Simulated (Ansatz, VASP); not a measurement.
# VCl2O: VASP beside Ansatz, part 2 of 2

Wanted: the spread between two codes on one cell, functional and k mesh.  The cell is taken from a series of runs on this material, whose earlier steps may have relaxed or scaled it; both programs get it as it stands.

VASP 6.6.1 and Ansatz 0.2.0.

So far. Step 2 (Ansatz: single point, PBEsol): The run ends at a pressure of -5.95 GPa, with forces up to 0.92 eV/Å.

### 3. VASP: single point, PBEsol

Level of this step: PBEsol, spin-polarised from a ferromagnetic start; plane waves and PAW (V_sv, Cl, O) (VASP).

The same cell, functional, mesh and smearing now go to VASP, with its own data sets and cutoff.

Lines of VASP's logs that name or quote its potential files are left out, and so is its time.

Contents of INCAR:

```
SYSTEM = VCl2O
PREC = Accurate
ENCUT = 520
EDIFF = 1E-06
NELM = 100
ISMEAR = -1
SIGMA = 0.05
LREAL = .FALSE.
ALGO = Normal
GGA = PS
NBANDS = 25
ISPIN = 2
MAGMOM = 0.78 -0.02 -0.02 -0.1
LASPH = .TRUE.
LMAXMIX = 4
LORBIT = 11
LWAVE = .FALSE.
LCHARG = .FALSE.
KPAR = 2
ISIF = 2
```

Contents of POSCAR:

```
VCl2O
1.0
   -1.7589440000      1.8210800000      6.5445490000
    1.7589440000     -1.8210800000      6.5445490000
    1.7589440000      1.8210800000     -6.5445490000
V Cl O
1 2 1
Direct
    0.5009970000      0.9950280000      0.4928330000
    0.6326730000      0.6146110000      0.9895820000
    0.3732800000      0.3777580000      0.0120060000
    0.0108550000      0.9996910000      0.0132920000
```

Contents of KPOINTS:

```
Automatic mesh
0
Gamma
6 7 9
0 0 0
```

The projector-augmented-wave data sets are V_sv, Cl and O (PBE family, release 64).

The run is started by

```bash
mpirun -np 2 vasp_std
```

Numbers of over 12 decimals in the logs are rounded to 6 here.

The log of the run:

```text
[banner, memory and clock lines left out]
running    2 mpi-ranks, on    1 nodes
 distrk:  each k-point on    1 cores,    2 groups
 distr:  one band on    1 cores,    1 groups

 POSCAR found type information on POSCAR V ClO
 POSCAR found :  3 types and       4 ions
|                                                                             |
|               ----> ADVICE to this user running VASP <----                  |
|                                                                             |
|     You enforced a specific xc type in the INCAR file but a different       |
|     [... a line on the potential file left out ...]
|     I HOPE YOU KNOW WHAT YOU ARE DOING!                                     |
|                                                                             |

 LDA part: xc-table for (Slater+PW92), standard interpolation
|                                                                             |
|           W    W    AA    RRRRR   N    N  II  N    N   GGGG   !!!           |
|           W    W   A  A   R    R  NN   N  II  NN   N  G    G  !!!           |
|           W    W  A    A  R    R  N N  N  II  N N  N  G       !!!           |
|           W WW W  AAAAAA  RRRRR   N  N N  II  N  N N  G  GGG   !            |
|           WW  WW  A    A  R   R   N   NN  II  N   NN  G    G                |
|           W    W  A    A  R    R  N    N  II  N    N   GGGG   !!!           |
|                                                                             |
|     Your reciprocal lattice and k-lattice belong to different lattice       |
|     classes:                                                                |
|                                                                             |
|        The reciprocal lattice is face-centered orthorhombic,                |
|        whereas your k-lattice is triclinic.                                 |
|                                                                             |
|     Results are often still useful ...                                      |
|                                                                             |

 POSCAR, INCAR and KPOINTS ok, starting setup
 FFT: planning ... GRIDC
 FFT: planning ... GRID_SOFT
 FFT: planning ... GRID
 WAVECAR not read
 entering main loop
       N       E                     dE             d eps       ncg     rms          rms(c)
DAV:   1     0.283726581921E+03    0.28373E+03   -0.17155E+04 20928   0.121E+03
DAV:   2    -0.114629848422E+02   -0.29519E+03   -0.27869E+03 22520   0.330E+02
DAV:   3    -0.316020409669E+02   -0.20139E+02   -0.19916E+02 24276   0.884E+01
DAV:   4    -0.318797564310E+02   -0.27772E+00   -0.27749E+00 22713   0.110E+01
DAV:   5    -0.318844157778E+02   -0.46593E-02   -0.46584E-02 24417   0.147E+00    0.288E+01
DAV:   6    -0.295839948645E+02    0.23004E+01   -0.31439E+01 21814   0.561E+01    0.289E+01
DAV:   7    -0.273889389091E+02    0.21951E+01   -0.38388E+01 22725   0.695E+01    0.150E+01
DAV:   8    -0.253908934107E+02    0.19980E+01   -0.27862E+00 20481   0.160E+01    0.553E+00
DAV:   9    -0.250532325849E+02    0.33766E+00   -0.44102E-01 25671   0.607E+00    0.285E+00
DAV:  10    -0.250739795496E+02   -0.20747E-01   -0.49186E-02 22078   0.156E+00    0.277E+00
DAV:  11    -0.250948530859E+02   -0.20874E-01   -0.21952E-02 22196   0.149E+00    0.198E+00
DAV:  12    -0.251364478831E+02   -0.41595E-01   -0.25141E-02 21556   0.167E+00    0.146E+00
DAV:  13    -0.251256825656E+02    0.10765E-01   -0.38179E-02 22903   0.210E+00    0.115E+00
DAV:  14    -0.251210973860E+02    0.45852E-02   -0.10334E-02 22209   0.105E+00    0.119E+00
DAV:  15    -0.251245362056E+02   -0.34388E-02   -0.24437E-03 22525   0.440E-01    0.870E-01
DAV:  16    -0.251286574974E+02   -0.41213E-02   -0.25537E-03 21684   0.536E-01    0.337E-01
DAV:  17    -0.251286413540E+02    0.16143E-04   -0.73007E-04 21125   0.265E-01    0.146E-01
DAV:  18    -0.251286050300E+02    0.36324E-04   -0.19816E-04 25735   0.125E-01    0.520E-02
DAV:  19    -0.251285936069E+02    0.11423E-04   -0.38776E-05 21385   0.441E-02    0.263E-02
DAV:  20    -0.251285944196E+02   -0.81267E-06   -0.71154E-06 20990   0.288E-02
   1 F= -.25128594E+02 E0= -.25120064E+02  d E =-.170614E-01  mag=     1.0001
```

From OUTCAR (step 3):

```text
ion  position               nearest neighbor table
   1  0.501  0.995  0.493-   4 1.77   4 1.87   2 2.40   3 2.43   2 2.44   3 2.50
   2  0.633  0.615  0.990-   1 2.40   1 2.44
   3  0.373  0.378  0.012-   1 2.43   1 2.50
   4  0.011  1.000  0.013-   1 1.77   1 1.87

  LATTYP: Found a body centered orthorhombic cell.
 ALAT       =     3.5178880000
 B/A-ratio  =     1.0353257409
 C/A-ratio  =     3.7207261857

 Subroutine GETGRP returns: Found  1 space group operations
 (whereof  1 operations were pure point group operations)

The static configuration has the point symmetry C_1 .

 Found    190 irreducible k-points:

   k-points           NKPTS =    190   k-points in BZ     NKDIM =    190   number of bands    NBANDS=     25

   dimension x,y,z NGX =    54 NGY =   54 NGZ =   54
   dimension x,y,z NGXF=   108 NGYF=  108 NGZF=  108

   ENCUT  =  520.0 eV  38.22 Ry    6.18 a.u.  13.05 13.05 13.05*2*pi/ulx,y,z

   NELECT =      33.0000    total number of electrons

 k-points in reciprocal lattice and weights: Automatic mesh
   0.00000000  0.00000000  0.00000000       0.003
   0.16666667  0.00000000  0.00000000       0.005
   0.33333333  0.00000000  0.00000000       0.005
   0.50000000  0.00000000  0.00000000       0.003
  -0.00000000  0.14285714  0.00000000       0.005
   0.16666667  0.14285714  0.00000000       0.005
   0.33333333  0.14285714  0.00000000       0.005
   0.50000000  0.14285714  0.00000000       0.005
  -0.33333333  0.14285714  0.00000000       0.005
[...]
-0.33333333 -0.14285714  0.44444444       0.005
  -0.16666667 -0.14285714  0.44444444       0.005

 average (electrostatic) potential at core
       1 -79.6555       2 -93.8020       3 -93.5790       4 -73.7548

 E-fermi :   1.5592

 spin component 1
 k-point     1 :       0.0000    0.0000    0.0000
  band No.  band energies     occupation
    ...
     14      -0.0326      1.00000
     15       0.1610      1.00000
     16       0.3266      1.00000
     17       0.8259      1.00000
     18       1.3759      0.97503
     19       1.9730      0.00025
     20       3.3415      0.00000
     21       3.5180      0.00000
     22       7.5147      0.00000
     23       9.2705      0.00000
    ...

 k-point     2 :       0.1667    0.0000    0.0000
  band No.  band energies     occupation
    ...
     13      -0.5891      1.00000
     14      -0.3036      1.00000
     15      -0.2328      1.00000
     16       0.2043      1.00000
     17       0.8684      1.00000
     18       2.1619      0.00001
     19       2.2789      0.00000
     20       3.4244      0.00000
     21       4.2036      0.00000
     22       8.2695      0.00000
    ...

 k-point     3 :       0.3333    0.0000    0.0000
  band No.  band energies     occupation
    ...
     13      -1.2019      1.00000
     14      -0.6167      1.00000
     15      -0.4777      1.00000
     16       0.0182      1.00000
     17       0.9215      1.00000
     18       3.1861      0.00000
     19       3.2579      0.00000
     20       3.4812      0.00000
     21       5.1583      0.00000
     22       9.2314      0.00000
    ...

 k-point     4 :       0.5000    0.0000    0.0000
  band No.  band energies     occupation
    ...
     13      -1.5730      1.00000
     14      -0.6619      1.00000
     15      -0.5212      1.00000
     16      -0.1417      1.00000
     17       0.9467      1.00000
     18       3.5041      0.00000
     19       3.6865      0.00000
     20       3.7365      0.00000
     21       5.5419      0.00000
     22       8.9897      0.00000
    ...

 k-point     5 :      -0.0000    0.1429    0.0000
  band No.  band energies     occupation
    ...
     14      -0.3323      1.00000
     15       0.0076      1.00000
     16       0.1600      1.00000
     17       1.1671      0.99961
     18       1.5139      0.71193
     19       1.8818      0.00158
     20       3.2546      0.00000
     21       3.6358      0.00000
     22       7.9307      0.00000
     23       9.9654      0.00000
    ...

 k-point     6 :       0.1667    0.1429    0.0000
  band No.  band energies     occupation
    ...
     13      -1.0017      1.00000
     14      -0.6484      1.00000
     15      -0.1094      1.00000
     16       0.2539      1.00000
     17       1.1933      0.99934
     18       2.1437      0.00001
     19       2.2446      0.00000
     20       3.2789      0.00000
     21       4.4148      0.00000
     22       8.5977      0.00000
    ...

  Total       -2.9637888     -3.4760388     -2.7172942      0.0136019     -0.0215282      0.5119292
  in kB      -56.6287637    -66.4162639    -51.9190214      0.2598905     -0.4113376      9.7813704
  external PRESSURE =     -58.3213497 kB  Pullay stress =       0.0000000 kB

  energy-cutoff  :      520.00
  volume of cell :       83.85
      direct lattice vectors                 reciprocal lattice vectors
    -1.758944000  1.821080000  6.544549000     0.000000000  0.274562348  0.076399459
     1.758944000 -1.821080000  6.544549000     0.284261466  0.000000000  0.076399459
     1.758944000  1.821080000 -6.544549000     0.284261466  0.274562348  0.000000000

 POSITION                                       TOTAL-FORCE (eV/Angst)
 -----------------------------------------------------------------------------------
      1.73584     -0.00218      6.56544         0.041943     -0.463335     -0.445446
      1.70885      1.83500      1.68654         0.183206      0.122622     -0.635378
      0.02899      0.01371      4.83663        -0.122524      0.125621      0.894890
      1.76269     -1.77654      6.52658        -0.102625      0.215092      0.185934
 -----------------------------------------------------------------------------------
    total drift:                                0.000116     -0.000183     -0.000628

  FREE ENERGIE OF THE ION-ELECTRON SYSTEM (eV)
  ---------------------------------------------------
  free  energy   TOTEN  =       -25.1285944196 eV

  energy  without entropy=      -25.1115330480  energy(sigma->0) =      -25.12006373

 total charge
# of ion       s       p       d       tot
------------------------------------------
    1        2.250   6.275   2.888  11.413
    2        1.594   3.468   0.000   5.062
    3        1.594   3.459   0.000   5.054
    4        1.582   3.397   0.000   4.979
--------------------------------------------------
tot          7.021  16.599   2.888  26.508

 magnetization (x)
# of ion       s       p       d       tot
------------------------------------------
    1        0.013   0.010   1.049   1.072
    2       -0.000  -0.022   0.000  -0.022
    3       -0.000  -0.022   0.000  -0.022
    4       -0.003  -0.106   0.000  -0.108
--------------------------------------------------
tot          0.009  -0.139   1.049   0.919

[... 6 further parts left out ...]
```

The cell holds one magnetic atom, so no antiferromagnetic order fits into it. Oxides and halides of V are often magnetic insulators, and a metal at this level, without U or exact exchange, may be an artefact.

### 4. Differences

Known differences besides the PAW data sets themselves: VASP starts from the moments at which Ansatz ended; the cutoff is 420 eV in Ansatz and 520 eV in VASP; Ansatz makes its cores anew for this functional, VASP keeps those of its PBE data sets; site moments are counted in spheres of each program's own size. Total energies have different zeros and are not compared.

Compared:

| quantity | Ansatz | VASP | difference |
| --- | --- | --- | --- |
| pressure (GPa) | -5.95 | -5.83 | -0.11 |
| total moment (μB) | 1.00 | 1.00 | 0.00 |
| moment on V1 (μB) | 0.78 | 1.07 | -0.29 |
| moment on O4 (μB) | -0.10 | -0.11 | 0.00 |

Forces (eV/Å; atoms numbered as in POSCAR):

| atom | Ansatz x, y, z | VASP x, y, z |
| --- | --- | --- |
| V1 | 0.042, -0.504, -0.445 | 0.042, -0.463, -0.445 |
| Cl2 | 0.183, 0.122, -0.643 | 0.183, 0.123, -0.635 |
| Cl3 | -0.122, 0.125, 0.900 | -0.123, 0.126, 0.895 |
| O4 | -0.103, 0.257, 0.187 | -0.103, 0.215, 0.186 |

The forces differ by 17 meV/Å r.m.s., which is 4.5 % of the r.m.s. force of 0.39 eV/Å (both taken over all components). Ansatz's pressure holds a Pulay correction of 0.16 GPa; VASP's holds none.

### 5. What moves the difference

The difference is large enough to ask for its cause, so further runs change the set-up of one program at a time, as the table lists.

| run | r.m.s. force difference (% of the r.m.s. force) |
| --- | --- |
| as above | 4.5 |
| VASP with the data sets V_sv_GW, Cl_GW and O_GW and a cutoff of 670 eV | 1.1 |

### 6. Results

```yaml
r_m_s_force_difference_single_point_pbesol: 4.5 % of the r.m.s. force
```

The r.m.s. force difference is 4.5 % of the r.m.s. force (single point, PBEsol), beyond the 3 % picked in this series as the mark of a large difference. For single point, PBEsol: with VASP with the data sets V_sv_GW, Cl_GW and O_GW and a cutoff of 670 eV the r.m.s. force difference shrinks in size, from 4.5 to 1.1 % of the r.m.s. force. How closely two codes agree says nothing of how well the functional describes the real material.

[Lines on the potential files, build, host, timing and source positions are cut from VASP's logs without a mark.]

[Logs are printed without paths, hosts, clocks, repeated set-up lines and the standing remarks that a program may print on its own settings, such as how far it seeks lower states.]

[Hosts, paths, dates, database ids (printed as entryN), source tags and the programs' standing remarks are cut or masked in the printed files.]
